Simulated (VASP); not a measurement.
VASP runs on CuAu (L1_0) share one base input (PBE GGA, plane waves, VASP's PBE PAW potentials (set 64)) and change the settings named in each case.

File POSCAR:
```
CuAu
1
    2.8560000000     0.0000000000     0.0000000000
    0.0000000000     2.8560000000     0.0000000000
    0.0000000000     0.0000000000     3.7434000000
Cu Au
1 1
Direct
  0.0000000000   0.0000000000   0.0000000000
  0.5000000000   0.5000000000   0.5000000000
```

**KPOINTS**
```
Automatic mesh
0
Gamma
11 11 9
0 0 0
```

**INCAR**
```
ALGO  =  Normal
LWAVE  =  .False.
GGA  =  PE   # PBE
EDIFF  =  1E-6   # SCF stop (eV)
NELM  =  100
LMAXMIX  =  6
LREAL  =  .False.   # projection in real space or not
SIGMA  =  0.1
ENCUT  =  400   # plane-wave cut-off (eV)
ISIF  =  2   # forces and stress, cell fixed
SYSTEM  =  CuAu
PREC  =  Accurate
ISMEAR  =  1
LASPH  =  .True.
LCHARG  =  .False.
```

POTCAR, in this order: Cu Au (PBE.64 set). Program: vasp_std.

| change | E(σ→0) (eV/atom) | pressure (GPa) | −TS (eV) |
|---|---|---|---|
| base run | -3.5318 | -2.58 | 0.0005 |
| GGA = AM | -3.8570 | -10.65 | 0.0004 |
| GGA = PS | -4.1451 | -10.38 | 0.0003 |
| GGA removed, LMIXTAU = .TRUE., METAGGA = TPSS | -7.5852 | -8.15 | 0.0005 |
| GGA = RP | -3.0052 | 1.51 | 0.0006 |
| IVDW = 12 | -4.1149 | -8.94 | 0.0005 |
| GGA = 91 | -3.5480 | -1.94 | 0.0005 |
 Energies of different potentials or functionals have different zeros. Unless said otherwise, spin-orbit coupling is left out, though it shifts the bands of the heavy elements here.

Left out are runs that ran out of time, are held back, or changed the cell or the kind of run, fixed moments of cells without a moment, rows past the twelfth, gaps on odd meshes, pressures of charged cells and columns that move by less than the noise.

The compound is CuAu in the L1_0 structure. The cell was not relaxed at this level.
